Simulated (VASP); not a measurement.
VASP input:

POSCAR:
```
NiO
1
    4.1719307118     2.0822936298     2.0822936298
    2.0822936298     4.1719307118     2.0822936298
    2.0822936298     2.0822936298     4.1719307118
Ni O
2 2
Direct
  0.0000000000   0.0000000000   0.0000000000
  0.5000000000   0.5000000000   0.5000000000
  0.2500000000   0.2500000000   0.2500000000
  0.7500000000   0.7500000000   0.7500000000
```

KPOINTS:
```
kpoints
0
G
 10 10 10
0 0 0
```

### INCAR
```
EDIFF  =  1E-7
LWAVE  =  .FALSE.
ISPIN  =  2
ISMEAR  =  -5
LCHARG  =  .TRUE.
LASPH  =  .TRUE.   ! aspherical one-centre terms
LMAXMIX  =  4
NELM  =  100   ! most electronic steps
ALGO  =  Normal   ! blocked Davidson
GGA  =  BO
PARAM1  =  0.1833333333
LREAL  =  .FALSE.   ! projection in real space or not
MAGMOM  =  1.3 -1.3 2*0.0
LORBIT  =  11   ! lm-projected
LEFG  =  .TRUE.
PREC  =  Accurate
NEDOS  =  601
LUSE_VDW  =  .TRUE.
PARAM2  =  0.22
AGGAC  =  0.0
SYSTEM  =  NiO
ENCUT  =  520
ISIF  =  2   ! forces and stress, cell fixed
```

POTCAR, in this order: Ni O (PBE.64 set). Program: vasp_std.

Q: Write an equivalent input for Quantum ESPRESSO's pw.x.

A: One equivalent input (not run):
```
&CONTROL
  calculation = 'scf'
  pseudo_dir = './pseudo'
  outdir = './out'
  tprnfor = .true.
  tstress = .true.
/
&SYSTEM
  ibrav = 0
  nat = 4
  ntyp = 3
  ecutwfc = 98
  occupations = 'tetrahedra'
  input_dft = 'vdw-df-obk8'
  nspin = 2
  starting_magnetization(1) = 0.13
  starting_magnetization(2) = -0.13
/
&ELECTRONS
  conv_thr = 7.3e-09
  electron_maxstep = 100
/
ATOMIC_SPECIES
  Ni1 58.693 Ni.upf
  Ni2 58.693 Ni.upf
  O 15.999 O.upf
CELL_PARAMETERS angstrom
     4.1719307    2.0822936    2.0822936
     2.0822936    4.1719307    2.0822936
     2.0822936    2.0822936    4.1719307
ATOMIC_POSITIONS crystal
  Ni1  0.0000000  0.0000000  0.0000000
  Ni2  0.5000000  0.5000000  0.5000000
  O    0.2500000  0.2500000  0.2500000
  O    0.7500000  0.7500000  0.7500000
K_POINTS automatic
  10 10 10 0 0 0
```
What does not carry over: the potentials are each code's own (VASP's PAW set, PseudoDojo norm-conserving files in pw.x), so ENCUT and ecutwfc are chosen apart and not converted; conv_thr bounds pw.x's estimated SCF error, while EDIFF bounds the energy change between steps; starting_magnetization is a fraction of the valence charge and MAGMOM a moment in μB, so they match only roughly; the field gradients of LEFG aren't asked of the other code.

The compound is NiO in the rock salt, AFM-II order structure. It was relaxed first.
